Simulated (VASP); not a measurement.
Here is the system:

```
CELL_PARAMETERS angstrom
      1.81500    -3.14367     0.00000
      1.81500     3.14367     0.00000
      0.00000     0.00000     5.78000
ATOMIC_POSITIONS crystal
  Gd 0.33333 0.66667 0.25000
  Gd 0.66667 0.33333 0.75000
```

Method: PBE GGA, VASP's PBE PAW potentials (set 64) (plane waves; VASP 6.6.1). Settings: 400 eV cut-off, 10×10×6 Γ-centred mesh, first-order Methfessel-Paxton smearing of 0.10 eV, potentials Gd_3.

The 4f electrons are frozen in the core of the lanthanide potential, so 4f levels, which can set the real gap, and their magnetism are missing.

Q: Estimate the energy per atom (σ→0), band gap (on the k-mesh) with the smallest direct gap where there is one.

A: 
```json
{
 "band gap (on the k-mesh)": "none (metal, semimetal or under 0.01 eV)",
 "energy per atom (σ→0)": "-4581 meV/atom"
}
```

Only differences to runs with the same potentials and settings are physical.

The compound is Gd in the hcp structure. The cell was not relaxed at this level.
